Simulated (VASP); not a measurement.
# Zr2Ni: structure and properties in VASP, part 5 of 17

Aim: relax Zr2Ni, then compute properties on the relaxed cell. The start is a cell from a database of measured crystal structures.

VASP 6.6.1, plane waves and PAW; the level of theory is named at each step.

So far. Step 3 (Magnetic start: antiferromagnetic within the cell): The energy lies +0.0 meV an atom from the first pattern, and both runs end without moments, so a difference comes from cell, mesh or thresholds alone. The moments fall under 0.1 μB, and the mesh shows no gap. Step 4 (Magnetic start: antiferromagnetic, q = (0, 0, 1/2)): The energy lies -0.1 meV an atom from the first pattern, and both runs end without moments, so a difference comes from cell, mesh or thresholds alone.

## Step 5: Magnetic start: antiferromagnetic, q = (1/2, 1/2, 1/2)

Level of this step: r2SCAN with rVV10, spin-polarised from an antiferromagnetic start; plane waves and PAW (Zr_sv, Ni) (VASP).

Next, a pattern with opposite moments, which needs a doubled cell; q is given in the reciprocal vectors of the primitive cell.

The input, INCAR:

```
SYSTEM = Zr2Ni
PREC = Accurate
ENCUT = 400
EDIFF = 1E-06
NELM = 100
ISMEAR = 1
SIGMA = 0.2
LREAL = .FALSE.
ALGO = Normal
METAGGA = R2SCAN
LUSE_VDW = .TRUE.
IVDW_NL = 2
BPARAM = 11.95
CPARAM = 0.0093
LASPH = .TRUE.
NBANDS = 90
ISPIN = 2
MAGMOM = 0 0 0 0 0 0 0 0 1 -1 1 -1
LMAXMIX = 4
LORBIT = 11
LWAVE = .FALSE.
LCHARG = .FALSE.
KPAR = 8
ISIF = 2
```

The input, POSCAR:

```
Zr2Ni
1.0
   -6.4770000000      6.4770000000      5.2410000000
    0.0000000000      0.0000000000      5.2410000000
    0.0000000000      6.4770000000      0.0000000000
Zr Ni
8 4
Direct
    0.8371000000      0.1629000000      0.8258000000
    0.3371000000      0.1629000000      0.8258000000
    0.6629000000      0.3371000000      0.5000000000
    0.1629000000      0.3371000000      0.5000000000
    0.6629000000      0.8371000000      0.1742000000
    0.1629000000      0.8371000000      0.1742000000
    0.8371000000      0.6629000000      0.5000000000
    0.3371000000      0.6629000000      0.5000000000
    0.0000000000      0.2500000000      0.0000000000
    0.5000000000      0.2500000000      0.0000000000
    0.0000000000      0.7500000000      0.0000000000
    0.5000000000      0.7500000000      0.0000000000
```

The input, KPOINTS:

```
Automatic mesh
0
Gamma
6 6 6
0 0 0
```

Potentials, in the order of the species: Zr_sv and Ni (PBE family, release 64).

On the command line:

```
> mpirun -np 8 vasp_std
```

Output:

```text
[... set-up lines as in an earlier step ...]
 entering main loop
       N       E                     dE             d eps       ncg     rms          rms(c)
Total rVV10 correction in eV:      2.9223461   140.9756730
Total rVV10 correction in eV:      2.9223461   140.9756730
Total rVV10 correction in eV:      2.9223461   140.9756730
Total rVV10 correction in eV:      2.9223461   140.9756730
Total rVV10 correction in eV:      2.9223461   140.9756730
Total rVV10 correction in eV:      2.9223461   140.9756730
Total rVV10 correction in eV:      2.9223461   140.9756730
Total rVV10 correction in eV:      2.9223461   140.9756730
DAV:   1     0.150200137531E+04    0.15020E+04   -0.54144E+04 14400   0.143E+03
DAV:   2    -0.746892158963E+02   -0.15767E+04   -0.15192E+04 15156   0.468E+02
DAV:   3    -0.260595583991E+03   -0.18591E+03   -0.17036E+03 17928   0.157E+02
DAV:   4    -0.294000323492E+03   -0.33405E+02   -0.32453E+02 24744   0.513E+01
DAV:   5    -0.296773527500E+03   -0.27732E+01   -0.27667E+01 24576   0.132E+01    0.560E+01
Total rVV10 correction in eV:      2.6737392   140.9756742
Total rVV10 correction in eV:      2.6737392   140.9756742
Total rVV10 correction in eV:      2.6737392   140.9756742
Total rVV10 correction in eV:      2.6737392   140.9756742
Total rVV10 correction in eV:      2.6737392   140.9756742
Total rVV10 correction in eV:      2.6737392   140.9756742
Total rVV10 correction in eV:      2.6737392   140.9756742
Total rVV10 correction in eV:      2.6737392   140.9756742
DAV:   6    -0.284042853269E+03    0.12731E+02   -0.38604E+02 17324   0.174E+02    0.749E+01
Total rVV10 correction in eV:      2.7249731   140.9756753
Total rVV10 correction in eV:      2.7249731   140.9756753
Total rVV10 correction in eV:      2.7249731   140.9756753
Total rVV10 correction in eV:      2.7249731   140.9756753
Total rVV10 correction in eV:      2.7249731   140.9756753
Total rVV10 correction in eV:      2.7249731   140.9756753
Total rVV10 correction in eV:      2.7249731   140.9756753
Total rVV10 correction in eV:      2.7249731   140.9756753
DAV:   7    -0.235463914691E+03    0.48579E+02   -0.11956E+02 19798   0.541E+01    0.214E+01
Total rVV10 correction in eV:      2.7321985   140.9756750
Total rVV10 correction in eV:      2.7321985   140.9756750
Total rVV10 correction in eV:      2.7321985   140.9756750
Total rVV10 correction in eV:      2.7321985   140.9756750
Total rVV10 correction in eV:      2.7321985   140.9756750
Total rVV10 correction in eV:      2.7321985   140.9756750
Total rVV10 correction in eV:      2.7321985   140.9756750
Total rVV10 correction in eV:      2.7321985   140.9756750
DAV:   8    -0.231496522805E+03    0.39674E+01   -0.33842E+01 20728   0.422E+01    0.178E+01
Total rVV10 correction in eV:      2.6853016   140.9756745
Total rVV10 correction in eV:      2.6853016   140.9756745
Total rVV10 correction in eV:      2.6853016   140.9756745
Total rVV10 correction in eV:      2.6853016   140.9756745
Total rVV10 correction in eV:      2.6853016   140.9756745
Total rVV10 correction in eV:      2.6853016   140.9756745
Total rVV10 correction in eV:      2.6853016   140.9756745
Total rVV10 correction in eV:      2.6853016   140.9756745
DAV:   9    -0.230915811526E+03    0.58071E+00   -0.13127E+01 19582   0.265E+01    0.729E+00
Total rVV10 correction in eV:      2.6863944   140.9756748
Total rVV10 correction in eV:      2.6863944   140.9756748
Total rVV10 correction in eV:      2.6863944   140.9756748
Total rVV10 correction in eV:      2.6863944   140.9756748
Total rVV10 correction in eV:      2.6863944   140.9756748
Total rVV10 correction in eV:      2.6863944   140.9756748
Total rVV10 correction in eV:      2.6863944   140.9756748
Total rVV10 correction in eV:      2.6863944   140.9756748
DAV:  10    -0.230895611681E+03    0.20200E-01   -0.18093E+00 21064   0.486E+00    0.462E+00
Total rVV10 correction in eV:      2.6848173   140.9756748
Total rVV10 correction in eV:      2.6848173   140.9756748
Total rVV10 correction in eV:      2.6848173   140.9756748
Total rVV10 correction in eV:      2.6848173   140.9756748
Total rVV10 correction in eV:      2.6848173   140.9756748
Total rVV10 correction in eV:      2.6848173   140.9756748
Total rVV10 correction in eV:      2.6848173   140.9756748
Total rVV10 correction in eV:      2.6848173   140.9756748
DAV:  11    -0.230881475005E+03    0.14137E-01   -0.14512E-01 20512   0.164E+00    0.317E+00
Total rVV10 correction in eV:      2.6851729   140.9756748
Total rVV10 correction in eV:      2.6851729   140.9756748
Total rVV10 correction in eV:      2.6851729   140.9756748
Total rVV10 correction in eV:      2.6851729   140.9756748
Total rVV10 correction in eV:      2.6851729   140.9756748
Total rVV10 correction in eV:      2.6851729   140.9756748
Total rVV10 correction in eV:      2.6851729   140.9756748
Total rVV10 correction in eV:      2.6851729   140.9756748
DAV:  12    -0.230873475635E+03    0.79994E-02   -0.13479E-01 19512   0.218E+00    0.468E-01
Total rVV10 correction in eV:      2.6860021   140.9756747
Total rVV10 correction in eV:      2.6860021   140.9756747
Total rVV10 correction in eV:      2.6860021   140.9756747
Total rVV10 correction in eV:      2.6860021   140.9756747
Total rVV10 correction in eV:      2.6860021   140.9756747
Total rVV10 correction in eV:      2.6860021   140.9756747
Total rVV10 correction in eV:      2.6860021   140.9756747
Total rVV10 correction in eV:      2.6860021   140.9756747
DAV:  13    -0.230877690895E+03   -0.42153E-02   -0.36494E-02 21902   0.741E-01    0.251E-01
Total rVV10 correction in eV:      2.6865874   140.9756747
Total rVV10 correction in eV:      2.6865874   140.9756747
Total rVV10 correction in eV:      2.6865874   140.9756747
Total rVV10 correction in eV:      2.6865874   140.9756747
Total rVV10 correction in eV:      2.6865874   140.9756747
Total rVV10 correction in eV:      2.6865874   140.9756747
Total rVV10 correction in eV:      2.6865874   140.9756747
Total rVV10 correction in eV:      2.6865874   140.9756747
DAV:  14    -0.230878087299E+03   -0.39640E-03   -0.29618E-03 21456   0.198E-01    0.141E-01
Total rVV10 correction in eV:      2.6871548   140.9756747
Total rVV10 correction in eV:      2.6871548   140.9756747
Total rVV10 correction in eV:      2.6871548   140.9756747
Total rVV10 correction in eV:      2.6871548   140.9756747
Total rVV10 correction in eV:      2.6871548   140.9756747
Total rVV10 correction in eV:      2.6871548   140.9756747
Total rVV10 correction in eV:      2.6871548   140.9756747
Total rVV10 correction in eV:      2.6871548   140.9756747
DAV:  15    -0.230878228165E+03   -0.14087E-03   -0.56888E-04 20490   0.142E-01    0.118E-01
Total rVV10 correction in eV:      2.6869589   140.9756747
Total rVV10 correction in eV:      2.6869589   140.9756747
Total rVV10 correction in eV:      2.6869589   140.9756747
Total rVV10 correction in eV:      2.6869589   140.9756747
Total rVV10 correction in eV:      2.6869589   140.9756747
Total rVV10 correction in eV:      2.6869589   140.9756747
Total rVV10 correction in eV:      2.6869589   140.9756747
Total rVV10 correction in eV:      2.6869589   140.9756747
DAV:  16    -0.230878165671E+03    0.62494E-04   -0.19218E-04 19552   0.900E-02    0.445E-02
Total rVV10 correction in eV:      2.6869587   140.9756747
Total rVV10 correction in eV:      2.6869587   140.9756747
Total rVV10 correction in eV:      2.6869587   140.9756747
Total rVV10 correction in eV:      2.6869587   140.9756747
Total rVV10 correction in eV:      2.6869587   140.9756747
Total rVV10 correction in eV:      2.6869587   140.9756747
Total rVV10 correction in eV:      2.6869587   140.9756747
Total rVV10 correction in eV:      2.6869587   140.9756747
DAV:  17    -0.230878156060E+03    0.96114E-05   -0.49647E-05 17552   0.404E-02    0.151E-02
Total rVV10 correction in eV:      2.6870043   140.9756747
Total rVV10 correction in eV:      2.6870043   140.9756747
Total rVV10 correction in eV:      2.6870043   140.9756747
Total rVV10 correction in eV:      2.6870043   140.9756747
Total rVV10 correction in eV:      2.6870043   140.9756747
Total rVV10 correction in eV:      2.6870043   140.9756747
Total rVV10 correction in eV:      2.6870043   140.9756747
Total rVV10 correction in eV:      2.6870043   140.9756747
DAV:  18    -0.230878154709E+03    0.13514E-05   -0.10058E-05 17800   0.132E-02    0.629E-03
Total rVV10 correction in eV:      2.6870142   140.9756747
Total rVV10 correction in eV:      2.6870142   140.9756747
Total rVV10 correction in eV:      2.6870142   140.9756747
Total rVV10 correction in eV:      2.6870142   140.9756747
Total rVV10 correction in eV:      2.6870142   140.9756747
Total rVV10 correction in eV:      2.6870142   140.9756747
Total rVV10 correction in eV:      2.6870142   140.9756747
Total rVV10 correction in eV:      2.6870142   140.9756747
DAV:  19    -0.230878154492E+03    0.21610E-06   -0.14556E-06  9464   0.106E-02
Total rVV10 correction in eV:      2.6869762   140.9756747
Total rVV10 correction in eV:      2.6869762   140.9756747
Total rVV10 correction in eV:      2.6869762   140.9756747
Total rVV10 correction in eV:      2.6869762   140.9756747
Total rVV10 correction in eV:      2.6869762   140.9756747
Total rVV10 correction in eV:      2.6869762   140.9756747
Total rVV10 correction in eV:      2.6869762   140.9756747
Total rVV10 correction in eV:      2.6869762   140.9756747
Total rVV10 correction in eV:      2.6870088   140.9756747
Total rVV10 correction in eV:      2.6870088   140.9756747
Total rVV10 correction in eV:      2.6870088   140.9756747
Total rVV10 correction in eV:      2.6870088   140.9756747
Total rVV10 correction in eV:      2.6870088   140.9756747
Total rVV10 correction in eV:      2.6870088   140.9756747
Total rVV10 correction in eV:      2.6870088   140.9756747
Total rVV10 correction in eV:      2.6870088   140.9756747
   1 F= -.23087815E+03 E0= -.23088212E+03  d E =0.118845E-01  mag=     0.0000
```

It took 16 min on 8 MPI ranks of Intel Xeon 6975P-C (Granite Rapids), shared host; peak memory 11 GiB; 2.1 h of CPU time.

From OUTCAR (step 5):

```text
   k-points           NKPTS =     40   k-points in BZ     NKDIM =     40   number of bands    NBANDS=     90

   ENCUT  =  400.0 eV  29.40 Ry    5.42 a.u.  17.21  8.55 10.56*2*pi/ulx,y,z

   NELECT =     136.0000    total number of electrons

 E-fermi :   9.3421

 spin component 1
 k-point     1 :       0.0000    0.0000    0.0000
  band No.  band energies     occupation
    ...
     63       8.6458      1.00000
     64       8.6638      1.00001
     65       8.9480      1.00879
     66       9.1443      1.02396
     67       9.1443      1.02394
     68       9.3617      0.41752
     69       9.4503      0.10828
     70       9.4850      0.03518
     71       9.6975     -0.01532
     72       9.6975     -0.01532
    ...

 k-point     2 :       0.1667    0.0000    0.0000
  band No.  band energies     occupation
    ...
     63       8.6656      1.00001
     64       8.7417      1.00009
     65       8.9188      1.00539
     66       9.0505      1.02949
     67       9.2444      0.86376
     68       9.3822      0.33380
     69       9.3880      0.31106
     70       9.4528      0.10188
     71       9.5974     -0.03507
     72       9.8024     -0.00268
    ...

  Total       -2.3830202     -2.3830202     -2.3818954      0.0000000      0.0000000      0.0000000
  in kB      -17.3650623    -17.3650623    -17.3568663      0.0000000      0.0000000      0.0000000
  external PRESSURE =     -17.3623303 kB  Pullay stress =       0.0000000 kB

 POSITION                                       TOTAL-FORCE (eV/Angst)
 -----------------------------------------------------------------------------------
     -5.42190     10.77060      5.24100         0.094214      0.094214      0.000000
     -2.18340      7.53210      2.62050         0.094214      0.094214      0.000000
     -4.29360      7.53210      5.24100        -0.094214      0.094214     -0.000000
     -1.05510      4.29360      2.62050        -0.094214      0.094214     -0.000000
     -4.29360      5.42190      7.86150        -0.094214     -0.094214     -0.000000
     -1.05510      2.18340      5.24100        -0.094214     -0.094214     -0.000000
     -5.42190      8.66040      7.86150         0.094214     -0.094214      0.000000
     -2.18340      5.42190      5.24100         0.094214     -0.094214      0.000000
      0.00000      0.00000      1.31025         0.000000     -0.000000     -0.000000
     -3.23850      3.23850      3.93075         0.000000     -0.000000      0.000000
      0.00000      0.00000      3.93075        -0.000000     -0.000000     -0.000000
     -3.23850      3.23850      6.55125        -0.000000     -0.000000      0.000000
 -----------------------------------------------------------------------------------
    total drift:                               -0.000000      0.000000      0.000000

  FREE ENERGIE OF THE ION-ELECTRON SYSTEM (eV)
  ---------------------------------------------------
  free  energy   TOTEN  =      -230.8781544924 eV

  energy  without entropy=     -230.8900390139  energy(sigma->0) =     -230.88211600

 magnetization (x)
# of ion       s       p       d       tot
------------------------------------------
    1        0.000   0.000   0.000   0.000
    2        0.000   0.000   0.000   0.000
    3        0.000   0.000   0.000   0.000
    4        0.000   0.000   0.000   0.000
    5        0.000   0.000   0.000   0.000
    6        0.000   0.000   0.000   0.000
    7        0.000   0.000   0.000   0.000
    8        0.000   0.000   0.000   0.000
    9       -0.000   0.000  -0.000  -0.000
   10        0.000  -0.000   0.000   0.000
   11       -0.000   0.000  -0.000  -0.000
   12        0.000  -0.000   0.000   0.000
--------------------------------------------------
tot          0.000   0.000   0.000   0.000

[... 2 parts as in an earlier step ...]

[... 13 further parts left out ...]
```

This step gave:

```yaml
scf_cycles: 19
irreducible_k_points: 40
symmetry_operations: 16
free_energy_toten: -230.8782 eV
energy_at_zero_smearing: -230.8821 eV
fermi_energy: 9.342 eV
pressure: -1.736 GPa
```

Force by atom:

| atom | x (eV/Å) | y (eV/Å) | z (eV/Å) | size |
| --- | --- | --- | --- | --- |
| Zr1 | 0.094 | 0.094 | 0.000 | 0.133 |
| Zr2 | 0.094 | 0.094 | 0.000 | 0.133 |
| Zr3 | -0.094 | 0.094 | 0.000 | 0.133 |
| Zr4 | -0.094 | 0.094 | 0.000 | 0.133 |
| Zr5 | -0.094 | -0.094 | 0.000 | 0.133 |
| Zr6 | -0.094 | -0.094 | 0.000 | 0.133 |
| Zr7 | 0.094 | -0.094 | 0.000 | 0.133 |
| Zr8 | 0.094 | -0.094 | 0.000 | 0.133 |
| Ni9 | 0.000 | 0.000 | 0.000 | 0.000 |
| Ni10 | 0.000 | 0.000 | 0.000 | 0.000 |
| Ni11 | 0.000 | 0.000 | 0.000 | 0.000 |
| Ni12 | 0.000 | 0.000 | 0.000 | 0.000 |

The energy lies -0.7 meV an atom from the first pattern, and both runs end without moments, so a difference comes from cell, mesh or thresholds alone. The moments fall under 0.1 μB, and the mesh shows no gap.

(Part 5 of 17 ends here.)

[Lines on the potential files, build, host, timing and source positions are cut from VASP's logs without a mark.]

[Logs are printed without paths, hosts, clocks, repeated set-up lines and the standing remarks that a program may print on its own settings, such as how far it seeks lower states.]

[Hosts, paths, dates, database ids (printed as entryN), source tags and the programs' standing remarks are cut or masked in the printed files.]

[A measured line is paired with the nearest computed mode of its activity, which favours agreement.]

[In band tables of VASP the shares of atoms and orbitals are scaled to a sum of 1 inside the atoms' spheres.]
